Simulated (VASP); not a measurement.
These are PBEsol GGA, VASP's PBE PAW potentials (set 64) (plane waves; VASP 6.6.1) values and carry that method's errors.

Input for VASP

### KPOINTS
```
Automatic mesh
0
Gamma
14 14 12
0 0 0
```

### INCAR
```
! general
SYSTEM  = WC
PREC    = Accurate
ENCUT   = 600
LREAL   = F
LASPH   = T

! electronic loop
EDIFF   = 1E-7
NELM    = 100
ALGO    = Normal
LMAXMIX = 6

! smearing
ISMEAR  = 1
SIGMA   = 0.1

! functional
GGA     = PS

! ions
ISIF    = 2

! output
LWAVE   = F
LCHARG  = F
```

**POSCAR**
```
WC
1
    1.4510607390    -2.5133109992    -0.0000000000
    1.4510607390     2.5133109992     0.0000000000
   -0.0000000000    -0.0000000000     2.8291178855
W C
1 1
Direct
  0.0000000000   0.0000000000   0.0353467067
  0.3333330000   0.6666670000   0.5000000000
```

POTCAR, in this order: W_sv C (PBE.64 set). Program: vasp_std.

Unless said otherwise, spin-orbit coupling is left out, though it shifts the bands of the heavy elements here.

Q: Predict the energy per atom (σ→0), pressure, largest force, band gap (on the k-mesh).

A: 
```
Item                                                         Value
------------------------  ----------------------------------------
energy per atom (σ→0)                              -11.913 eV/atom
band gap (on the k-mesh)  none (metal, semimetal or under 0.01 eV)
pressure                                                 23.4 kbar
largest force                                           1.493 eV/Å
```

### OSZICAR
```
...
DAV:   7    -0.238594712110E+02    0.74175E-01   -0.38299E-01  6733   0.561E+00    0.637E+00
DAV:   8    -0.238272071992E+02    0.32264E-01   -0.65957E-02  7283   0.244E+00    0.683E-01
DAV:   9    -0.238265626469E+02    0.64455E-03   -0.26744E-03  6998   0.455E-01    0.141E-01
DAV:  10    -0.238264209256E+02    0.14172E-03   -0.27067E-04  7668   0.228E-01    0.470E-02
DAV:  11    -0.238264212585E+02   -0.33290E-06   -0.12344E-05  7048   0.390E-02    0.827E-03
DAV:  12    -0.238264208165E+02    0.44202E-06   -0.22903E-06  7063   0.141E-02    0.150E-03
DAV:  13    -0.238264208347E+02   -0.18174E-07   -0.60909E-08  3634   0.286E-03
   1 F= -.23826421E+02 E0= -.23826375E+02  d E =-.136134E-03
```

The compound is WC in the wc structure. This cell was strained or had an atom moved on purpose.
